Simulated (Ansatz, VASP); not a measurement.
# Cross-check of Be2Si between VASP and Ansatz, part 2 of 2

Wanted: the spread between two codes on one cell, functional and k mesh. The cell is generated by rule, not measured, and may not be a known phase. The cell is taken from a series of runs on this material, whose earlier steps may have relaxed, scaled, displaced or heated it; both programs get it as it stands.

VASP 6.6.1 and Ansatz 0.2.0.

So far: Set-up; VASP: zone-centre phonons, PBEsol.

## Step 2: VASP: zone-centre phonons, PBEsol (continued)

Level of this step: PBEsol; plane waves and PAW (Si, Be); invented cell (VASP).

Numbers of over 12 decimals in the logs are rounded to 6 here.

From OUTCAR (step 2):

```text
ion  position               nearest neighbor table
   1  0.944  0.944  0.944-   4 2.12   6 2.23   5 2.23   3 2.23
   2  0.412  0.412  0.412-   4 2.06   6 2.21   5 2.21   3 2.21   3 2.26   5 2.26   6 2.26
   3  0.304  0.920  0.304-   2 2.21   1 2.23   6 2.24   5 2.24   2 2.26
   4  0.675  0.675  0.675-   2 2.06   1 2.12
   5  0.920  0.304  0.304-   2 2.21   1 2.23   6 2.24   3 2.24   2 2.26
   6  0.304  0.304  0.920-   2 2.21   1 2.23   5 2.24   3 2.24   2 2.26

  LATTYP: Found a trigonal (rhomboedric) cell.
 ALAT       =     4.2642979475
 COS(alpha) =     0.0646298192

 Subroutine GETGRP returns: Found  6 space group operations
 (whereof  6 operations were pure point group operations)

The static configuration has the point symmetry C_3v.

 Found     85 irreducible k-points:

   k-points           NKPTS =     85   k-points in BZ     NKDIM =     85   number of bands    NBANDS=     14

   dimension x,y,z NGX =    36 NGY =   36 NGZ =   36
   dimension x,y,z NGXF=    72 NGYF=   72 NGZF=   72

   ENCUT  =  600.0 eV  44.10 Ry    6.64 a.u.   8.52  8.52  8.52*2*pi/ulx,y,z

   NELECT =      16.0000    total number of electrons

 k-points in reciprocal lattice and weights: Automatic mesh
   0.00000000  0.00000000  0.00000000       0.001
   0.11111111  0.00000000  0.00000000       0.008
   0.22222222  0.00000000  0.00000000       0.008
   0.33333333  0.00000000 -0.00000000       0.008
   0.44444444  0.00000000  0.00000000       0.008
   0.11111111  0.11111111  0.00000000       0.008
   0.22222222  0.11111111  0.00000000       0.016
   0.33333333  0.11111111  0.00000000       0.016
   0.44444444  0.11111111  0.00000000       0.016
[...]
-----------------------------------------------------------------------------------
    total drift:                               -0.000000      0.000000      0.000036

 Eigenvectors and eigenvalues of the dynamical matrix
 ----------------------------------------------------

   1 f  =   23.673919 THz   148.747619 2PiTHz  789.676931 cm-1    97.907417 meV
             X         Y         Z           dx          dy          dz
      0.000000 -0.000000  7.411884    -0.000000    0.000000   -0.298419
      0.000000 -0.000000  3.229996     0.000000    0.000000   -0.328799
     -1.794364  1.035977  3.998409    -0.029730    0.017165    0.074047
      0.000000 -0.000000  5.294276    -0.000000   -0.000000    0.884790
      1.794364  1.035977  3.998409     0.029730    0.017165    0.074047
      0.000000 -2.071953  3.998409    -0.000000   -0.034329    0.074047

   2 f  =   20.561884 THz   129.194128 2PiTHz  685.870627 cm-1    85.037082 meV
             X         Y         Z           dx          dy          dz
      0.000000 -0.000000  7.411884    -0.000000    0.000000   -0.155986
      0.000000 -0.000000  3.229996     0.000000   -0.000000    0.267730
     -1.794364  1.035977  3.998409     0.460458   -0.265846   -0.111366
      0.000000 -0.000000  5.294276    -0.000000   -0.000000    0.136730
      1.794364  1.035977  3.998409    -0.460458   -0.265846   -0.111366
      0.000000 -2.071953  3.998409    -0.000000    0.531691   -0.111366

   3 f  =   17.935930 THz   112.694773 2PiTHz  598.278234 cm-1    74.177014 meV
             X         Y         Z           dx          dy          dz
      0.000000 -0.000000  7.411884     0.006997    0.000000    0.000000
      0.000000 -0.000000  3.229996     0.471456    0.000001   -0.000000
     -1.794364  1.035977  3.998409    -0.470184    0.327388    0.236406
      0.000000 -0.000000  5.294276    -0.002518   -0.000000   -0.000000
      1.794364  1.035977  3.998409    -0.470186   -0.327389   -0.236407
      0.000000 -2.071953  3.998409     0.096869   -0.000002    0.000001

   4 f  =   17.935930 THz   112.694773 2PiTHz  598.278234 cm-1    74.177014 meV
             X         Y         Z           dx          dy          dz
      0.000000 -0.000000  7.411884    -0.000000    0.006997   -0.000000
      0.000000 -0.000000  3.229996    -0.000001    0.471456   -0.000000
     -1.794364  1.035977  3.998409     0.327390   -0.092150   -0.136490
      0.000000 -0.000000  5.294276     0.000000   -0.002518   -0.000000
      1.794364  1.035977  3.998409    -0.327387   -0.092148   -0.136489
      0.000000 -2.071953  3.998409    -0.000000   -0.659203    0.272979

   5 f  =   14.977656 THz    94.107387 2PiTHz  499.600823 cm-1    61.942580 meV
             X         Y         Z           dx          dy          dz
      0.000000 -0.000000  7.411884    -0.000000   -0.000000    0.310135
      0.000000 -0.000000  3.229996     0.000000    0.000000    0.301534
     -1.794364  1.035977  3.998409    -0.125483    0.072448   -0.465352
      0.000000 -0.000000  5.294276    -0.000000   -0.000000    0.316624
      1.794364  1.035977  3.998409     0.125483    0.072448   -0.465352
      0.000000 -2.071953  3.998409     0.000000   -0.144895   -0.465352

   6 f  =   12.400411 THz    77.914083 2PiTHz  413.633202 cm-1    51.283958 meV
             X         Y         Z           dx          dy          dz
      0.000000 -0.000000  7.411884    -0.315570   -0.000002   -0.000000
      0.000000 -0.000000  3.229996     0.159258    0.000001   -0.000000
     -1.794364  1.035977  3.998409     0.236329   -0.181271    0.582221
      0.000000 -0.000000  5.294276    -0.116769   -0.000001   -0.000000
      1.794364  1.035977  3.998409     0.236331    0.181272   -0.582224
      0.000000 -2.071953  3.998409    -0.077641    0.000002    0.000003

   7 f  =   12.400411 THz    77.914083 2PiTHz  413.633202 cm-1    51.283958 meV
             X         Y         Z           dx          dy          dz
      0.000000 -0.000000  7.411884     0.000002   -0.315570   -0.000000
      0.000000 -0.000000  3.229996    -0.000001    0.159258   -0.000000
     -1.794364  1.035977  3.998409    -0.181273    0.027017   -0.336149
      0.000000 -0.000000  5.294276     0.000001   -0.116769   -0.000000
      1.794364  1.035977  3.998409     0.181270    0.027015   -0.336144
      0.000000 -2.071953  3.998409     0.000000    0.340987    0.672293

   8 f  =   11.662980 THz    73.280666 2PiTHz  389.035144 cm-1    48.234189 meV
             X         Y         Z           dx          dy          dz
      0.000000 -0.000000  7.411884    -0.000000    0.000000   -0.697202
      0.000000 -0.000000  3.229996    -0.000000   -0.000000    0.651675
     -1.794364  1.035977  3.998409    -0.146111    0.084357    0.033627
      0.000000 -0.000000  5.294276    -0.000000   -0.000000   -0.021060
      1.794364  1.035977  3.998409     0.146111    0.084357    0.033627
      0.000000 -2.071953  3.998409     0.000000   -0.168715    0.033627

   9 f  =    1.317935 THz     8.280833 2PiTHz   43.961596 cm-1     5.450541 meV
             X         Y         Z           dx          dy          dz
      0.000000 -0.000000  7.411884    -0.357051   -0.000182   -0.000000
      0.000000 -0.000000  3.229996    -0.195625   -0.000100   -0.000000
     -1.794364  1.035977  3.998409     0.185867    0.314975   -0.016788
      0.000000 -0.000000  5.294276    -0.180587   -0.000092   -0.000000
      1.794364  1.035977  3.998409     0.185545   -0.314414    0.016798
      0.000000 -2.071953  3.998409     0.730774    0.000002   -0.000010

  10 f  =    1.317935 THz     8.280833 2PiTHz   43.961596 cm-1     5.450541 meV
             X         Y         Z           dx          dy          dz
      0.000000 -0.000000  7.411884    -0.000182    0.357051    0.000000
      0.000000 -0.000000  3.229996    -0.000100    0.195625    0.000000
     -1.794364  1.035977  3.998409    -0.314600   -0.548924   -0.009704
      0.000000 -0.000000  5.294276    -0.000092    0.180587    0.000000
      1.794364  1.035977  3.998409     0.314790   -0.549245   -0.009687
      0.000000 -2.071953  3.998409     0.000373   -0.004017    0.019391

  11 f/i=    0.003188 THz     0.020030 2PiTHz    0.106338 cm-1     0.013184 meV
             X         Y         Z           dx          dy          dz
      0.000000 -0.000000  7.411884     0.000000    0.000000   -0.551670
      0.000000 -0.000000  3.229996     0.000000    0.000000   -0.551914
     -1.794364  1.035977  3.998409    -0.000001    0.000001   -0.312673
      0.000000 -0.000000  5.294276     0.000000    0.000000   -0.312662
      1.794364  1.035977  3.998409     0.000001    0.000001   -0.312673
      0.000000 -2.071953  3.998409     0.000000   -0.000001   -0.312673

  12 f/i=    0.025190 THz     0.158275 2PiTHz    0.840257 cm-1     0.104179 meV
             X         Y         Z           dx          dy          dz
      0.000000 -0.000000  7.411884    -0.546261   -0.005014   -0.000000
      0.000000 -0.000000  3.229996    -0.548715   -0.005037   -0.000000
     -1.794364  1.035977  3.998409    -0.315465   -0.008542    0.000595
      0.000000 -0.000000  5.294276    -0.309366   -0.002840   -0.000000
      1.794364  1.035977  3.998409    -0.315363    0.002633   -0.000601
      0.000000 -2.071953  3.998409    -0.325091   -0.002866    0.000006

  13 f/i=    0.025190 THz     0.158275 2PiTHz    0.840257 cm-1     0.104179 meV
             X         Y         Z           dx          dy          dz
      0.000000 -0.000000  7.411884     0.005014   -0.546261   -0.000000
      0.000000 -0.000000  3.229996     0.005037   -0.548715   -0.000000
     -1.794364  1.035977  3.998409    -0.002692   -0.321814   -0.000351
      0.000000 -0.000000  5.294276     0.002840   -0.309366   -0.000000
      1.794364  1.035977  3.998409     0.008482   -0.321917   -0.000340
      0.000000 -2.071953  3.998409     0.002984   -0.312188    0.000691
    [... 43 further lines ...]
      1.794364  1.035977  3.998409    -0.288675    0.500000    0.000000
      0.000000 -2.071953  3.998409     0.577350   -0.000000    0.000000

 ELASTIC MODULI CONTR FROM IONIC RELAXATION (kBar)
 Direction    XX          YY          ZZ          XY          YZ          ZX
 --------------------------------------------------------------------------------
 XX       -3072.9827   2890.3832     44.9110      0.0000  -2020.4259      0.0000
 YY        2890.3832  -3072.9827     44.9110     -0.0000   2020.4259     -0.0000
 ZZ          44.9110     44.9110   -105.3512     -0.0000      0.0000     -0.0000
 XY           0.0000     -0.0000     -0.0000  -2981.6829      0.0000  -1952.8845
 YZ       -2020.4259   2020.4259      0.0000      0.0000  -1682.7930      0.0000
 ZX           0.0000     -0.0000      0.0000  -1952.8845      0.0000  -1578.5734
 --------------------------------------------------------------------------------
```

## Step 3: Ansatz: zone-centre phonons, PBEsol

Ansatz runs on its default PAW (the set named soft_2) files.

The same cell, functional and mesh now go to Ansatz, which takes its cutoff from its data sets.

Contents of input.yaml:

```yaml
crystal:
  lattice:
    - [2.916246992, 1.6836959858, 2.6162775645]
    - [-2.916246992, 1.6836959858, 2.6162775645]
    - [0.0, -3.3673919717, 2.6162775645]
  atoms:
    - { symbol: Si, position: [0.9443294699, 0.9443294699, 0.9443294699] }
    - { symbol: Si, position: [0.4115257125, 0.4115257125, 0.4115257125] }
    - { symbol: Be, position: [0.3043275018, 0.9196266703, 0.3043275018] }
    - { symbol: Be, position: [0.6745304306, 0.6745304306, 0.6745304306] }
    - { symbol: Be, position: [0.9196266703, 0.3043275018, 0.3043275018] }
    - { symbol: Be, position: [0.3043275018, 0.3043275018, 0.9196266703] }
kpoints:
  mp_grid: { grid: [9, 9, 9] }
hamiltonian:
  xc: pbesol
scf:
  occupations: { method: fixed }
output:
  eigenvalues: true
phonons:
  method: dfpt
```

On the command line:

```sh
$ ansatz run input.yaml --threads 8 --pin off --max-ram 14336MiB --backend cpu --events-out ev --progress --plain --runs-dir out
```

The log of the run:

```text
Engine: ansatz 0.2.0, aarch64-unknown-linux-gnu
Pseudopotentials: kind: paw
Pseudopotential: Si, paw, valence charge 4, recommended cutoff 420 eV (normal), Si.paw.azcp
Pseudopotential: Be, paw, valence charge 2, recommended cutoff 420 eV (normal), Be.paw.azcp
Functional definition: PBEsol
  exchange = pbesol_x
  correlation = pbesol_c
Crystal: 6 atoms, lattice volume = 77.077 Å³
Basis set: ecut = 420 eV, 1485 PW (Γ), exchange–correlation on 60×60×60 points (8 copies of the dense FFT grid, shifted against one another)
Bands: 14, of which v1, the nominal top of the filled ones, is band 8 counted from 1 (7 counted from 0)
Symmetry: 6 space group operations
k-points: 365 of 729 (irreducible under 1 space group operation, time reversal used)
Non-local potential: Si, projectors of the file, l = 0: 2, l = 1: 2, l = 2: 2
Non-local potential: Be, projectors of the file, l = 0: 2, l = 1: 2, l = 2: 1
PAW form: soft (Blöchl's): semilocal exchange-correlation on the pseudo side does not see the compensation charge
PAW frozen core: Si, regenerated for the run's functional, and the local potential with it (the file was generated under x = pbe(κ = 0.804, μ = 0.219515), c = pbe(β = 0.066725))
PAW frozen core: Be, regenerated for the run's functional, and the local potential with it (the file was generated under x = pbe(κ = 0.804, μ = 0.219515), c = pbe(β = 0.066725))
PAW one-centre angular grid: Si, 110 points (default); XC on 64 Gauss nodes
PAW one-centre angular grid: Be, 110 points (default); XC on 64 Gauss nodes
Initial density: superposition of atomic densities (neutral atoms: chi_scale 0, normalization atom), corrected by the library's trained network
Initial wavefunctions: pseudopotential atomic-orbital guess
Functional: x = pbesol(κ = 0.804, μ = 0.123457), c = pbesol(β = 0.046)
SCF iter   1: F=—  HF=-1600.650956 eV  |F-HF|=—  |Δ(HF+E_count)|=         —  Δρ=2.63e-3  dr2=7.03e-3  ethr=1.77e-3  ⟨swp⟩=4.7  Hψ=28173  notcnv=0  defer=1227
preconditioner: auto → none  [insulator: Δε(μ)=0.014 eV  Ē_g=7.563 eV  n_scr=12 (ndim 8)  ℏωp=16.9 eV  f_vac=0.000  ε∞_Penn≈6.0]
SCF iter   2: F=—  HF=-1600.650225 eV  |F-HF|=—  |Δ(HF+E_count)|=   7.30e-4  Δρ=1.35e-3  dr2=1.96e-3  ethr=4.39e-5  ⟨swp⟩=2.8  Hψ=10690  notcnv=0  defer=1458
SCF iter   3: F=—  HF=-1600.649774 eV  |F-HF|=—  |Δ(HF+E_count)|=   4.51e-4  Δρ=6.56e-4  dr2=2.31e-4  ethr=1.22e-5  ⟨swp⟩=2.5  Hψ=7603  notcnv=0  defer=1458
SCF iter   4: F=—  HF=-1600.649746 eV  |F-HF|=—  |Δ(HF+E_count)|=   2.81e-5  Δρ=2.50e-4  dr2=3.62e-5  ethr=1.44e-6  ⟨swp⟩=2.0  Hψ=7151  notcnv=0  defer=823
SCF iter   5: F=—  HF=-1600.649740 eV  |F-HF|=—  |Δ(HF+E_count)|=   5.75e-6  Δρ=7.09e-5  dr2=4.49e-6  ethr=2.26e-7  ⟨swp⟩=2.4  Hψ=7236  notcnv=0  defer=501
SCF iter   6: F=—  HF=-1600.649740 eV  |F-HF|=—  |Δ(HF+E_count)|=   3.75e-7  Δρ=1.94e-5  dr2=4.46e-7  ethr=2.80e-8  ⟨swp⟩=2.7  Hψ=7116  notcnv=0  defer=497
SCF iter   7: F=—  HF=-1600.649740 eV  |F-HF|=—  |Δ(HF+E_count)|=   4.15e-7  Δρ=3.83e-6  dr2=7.35e-9  ethr=2.79e-9  ⟨swp⟩=2.5  Hψ=6771  notcnv=0  defer=497
SCF iter   8: F=—  HF=-1600.649740 eV  |F-HF|=—  |Δ(HF+E_count)|=   1.44e-9  Δρ=7.08e-7  dr2=2.16e-10  ethr=4.59e-11  ⟨swp⟩=2.4  Hψ=7647  notcnv=0  defer=497
SCF iter   9: F=-1600.649740 eV  HF=-1600.649740 eV  |F-HF|=5.68e-12  |Δ(HF+E_count)|=  6.25e-11  Δρ=9.88e-8  dr2=9.94e-12  ethr=1.00e-12  ⟨swp⟩=10.5  Hψ=33676  notcnv=0
SCF 1 converged in 9 iterations: F = -1600.649740 eV  dr2 = 9.94e-12
  greatest PAW one-centre occupation: 0.668 electrons in one spin orbital (limit 2), on the Si atom at site 0 (counted from 0), in its partial waves of l = 0
DFPT response loops at Γ: preconditioner auto → none (the input reference at scf.mixing.eps_inf says where Resta's filter doesn't serve); β = 0.50; Broyden in place of MSR1
SCF converged after 9 iterations
Free energy (F): -1600.649740 eV
Harris-Foulkes:  -1600.649740 eV  (|F-HF|=5.68e-12)
Internal energy: -1600.649740 eV  (E = F + TS)
E sigma→0 (E₀):  -1600.649740 eV
Fermi energy:    6.582244 eV
--- Per-component energies (eV) ---
  E_band       = 27.527864
  E_kinetic    = 156.818434
  E_local      = -46.082767  (includes V_loc(G=0)·N_el)
  E_nonlocal   = 71.307943
  E_hartree    = 14.310868
  E_xc         = -184.887157
  E_vxc        = -173.022582  (∫ρ·V_xc dr)
  E_paw        = -1226.560192  (= ΣΔE_a)
  E_vpaw       = -10.114916  (= ΣTr[D̂ρ^β])
  E_aug_tail   = 0.000010  (compensation charges beyond the density's cutoff)
  E_ewald      = -385.658127
  E_core_change = 0.101247  (= ΣΔE_core)
  E_smearing   = -0.000000  (= −TS)
  E_closure    = 0.000000  (closes the sum)
  Σ components = -1600.649740   (vs F -1600.649740, Δ=0.00e0)
--- Band table (eV; the first three rows and the last of 365) ---
  k-point 0: bands = [... 4 lower, 2.7023, 4.5879, 4.5879, 5.0074, 7.7619, 7.7619, 9.2552, 9.2552, ... 2 higher]
  k-point 1: bands = [... 4 lower, 2.7749, 4.6642, 4.7776, 5.1820, 7.3941, 7.5288, 8.9250, 9.0509, ... 2 higher]
  k-point 2: bands = [... 4 lower, 2.9842, 4.2904, 4.8874, 5.9888, 6.9256, 7.0518, 8.2579, 9.0688, ... 2 higher]
  k-point 364: bands = [... 4 lower, 3.0686, 3.9301, 4.6822, 5.1555, 6.9765, 7.6165, 8.0066, 9.3512, ... 2 higher]
--- Phonons (Γ-DFPT): 8 representative perturbations + reference, on 365 of 729 k-points (Σ response iterations 24) ---
  k mesh reduced under 1 symmetry operation, with k and −k counted as one. Each operation leaves every solved perturbation unchanged. A smaller set is not used because it would not reduce the number of displacements times k-points to solve
  ASR residual: 7.606e-5 → 0.000e0 eV/Å²; symmetrization residual: 8.139e-7 eV/Å²
  ASR residual per site (eV/Å²): 5.68e-5 6.49e-5 2.06e-5 7.61e-5 2.06e-5 3.10e-5
  Γ frequencies (cm⁻¹): -334.08 -227.28 -227.28 -135.51 -135.51 0.00 0.00 0.00 65.73 65.73 395.34 407.47 407.47 498.47 595.17 595.17 687.74 785.20
  non-analytic LO–TO correction: not included (Born effective charges unavailable; polar crystals: no LO–TO splitting at Γ)
```

## Step 4: Differences

Known differences besides the potentials themselves: fixed occupations in Ansatz, narrow Gaussian smearing in VASP; the cutoff is 420 eV in Ansatz and 600 eV in VASP; Ansatz makes its cores anew for this functional, VASP keeps those of its PBE data sets. Total energies have different zeros and are not compared.

The two programs side by side:

```
                                                   quantity  Ansatz    VASP  difference
     optical mode 1 (imaginary, printed as negative) (cm⁻¹)  -334.1  -326.0        -8.1
optical mode 2 to 3 (imaginary, printed as negative) (cm⁻¹)  -227.3  -246.9       +19.7
optical mode 4 to 5 (imaginary, printed as negative) (cm⁻¹)  -135.5  -138.7        +3.2
                                 optical mode 6 to 7 (cm⁻¹)    65.7    44.0       +21.8
                                      optical mode 8 (cm⁻¹)   395.3   389.0     +1.62 %
                                optical mode 9 to 10 (cm⁻¹)   407.5   413.6     -1.49 %
                                     optical mode 11 (cm⁻¹)   498.5   499.6     -0.23 %
                               optical mode 12 to 13 (cm⁻¹)   595.2   598.3     -0.52 %
                                     optical mode 14 (cm⁻¹)   687.7   685.9     +0.27 %
                                     optical mode 15 (cm⁻¹)   785.2   789.7     -0.57 %
```

Modes are paired by rising frequency, not by their patterns, so a pair may set unlike modes beside each other; they are those without the splitting of longitudinal modes.

## Step 5: What came out

- r.m.s. difference of the optical zone-centre modes, each program's sorted by frequency (zone-centre phonons, PBEsol): 11 cm⁻¹
- difference in optical mode 8 (zone-centre phonons, PBEsol): +1.6 %

What this shows: The r.m.s. difference of the optical zone-centre modes, each program's sorted by frequency is 11 cm⁻¹ (zone-centre phonons, PBEsol). Among the rows given in per cent, the largest difference of the zone-centre phonons, PBEsol pair is in optical mode 8, +1.6 %. What causes the difference of the zone-centre phonons, PBEsol pair stays open here. Such differences can come from data sets, numerical settings and the points named under the comparisons, not from the functional's error against experiment.

[Lines on the potential files, build, host, timing and source positions are cut from VASP's logs without a mark.]

[Logs are printed without paths, hosts, clocks, repeated set-up lines and the standing remarks that a program may print on its own settings, such as how far it seeks lower states.]

[Hosts, paths, dates, database ids (printed as entryN), source tags and the programs' standing remarks are cut or masked in the printed files.]
